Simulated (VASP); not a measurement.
These are PBE GGA, VASP's PBE PAW potentials (set 64) (plane waves; VASP) values and carry that method's errors.

VASP input:

### POSCAR
```
Ge
1
    0.0000000000     2.8855800000     2.8855800000
    2.8855800000     0.0000000000     2.8855800000
    2.8855800000     2.8855800000     0.0000000000
Ge
2
Direct
  0.0000000000   0.0000000000   0.0000000000
  0.2500000000   0.2500000000   0.2500000000
```

**KPOINTS**
```
Automatic mesh
0
Gamma
6 6 6
0 0 0
```

INCAR:
```
SIGMA=0.05   # width (eV)
PREC=Accurate
SYSTEM=Ge
NELM=100
LMAXMIX=4
LWAVE=.FALSE.
ISMEAR=0   # Gaussian
LREAL=.FALSE.   # projection in real space or not
LASPH=.TRUE.
LCHARG=.FALSE.
ALGO=Normal   # blocked Davidson
GGA=PE
ENCUT=400   # plane-wave cut-off (eV)
ISIF=2   # forces and stress, cell fixed
EDIFF=1E-6   # SCF stop (eV)
```

POTCAR, in this order: Ge_d (PBE.64 set). Program: vasp_std.

Question: Estimate the energy per atom (σ→0), band gap (on the k-mesh).

Answer: 
```yaml
energy per atom (σ→0): -433.8 kJ/mol-atom
band gap (on the k-mesh): none (metal, semimetal or under 0.01 eV)
```

OSZICAR:
```
...
DAV:   6    -0.901792096138E+01    0.45933E-01   -0.20652E-02   612   0.165E+00    0.178E+00
DAV:   7    -0.899127070482E+01    0.26650E-01   -0.50593E-02   606   0.228E+00    0.152E-01
DAV:   8    -0.899301887800E+01   -0.17482E-02   -0.65044E-03   674   0.126E+00    0.564E-02
DAV:   9    -0.899306598562E+01   -0.47108E-04   -0.30392E-04   742   0.331E-01    0.194E-02
DAV:  10    -0.899310161091E+01   -0.35625E-04   -0.98968E-05   618   0.126E-01    0.598E-03
DAV:  11    -0.899310306782E+01   -0.14569E-05   -0.83007E-06   720   0.556E-02    0.181E-03
DAV:  12    -0.899310330841E+01   -0.24059E-06   -0.48088E-07   428   0.973E-03
   1 F= -.89931033E+01 E0= -.89927174E+01  d E =-.771778E-03
```

The compound is Ge in the diamond structure. The cell was not relaxed at this level. The k-mesh is coarse (spacing up to 0.31 per Å, 2π included), so the numbers may not be converged in it.
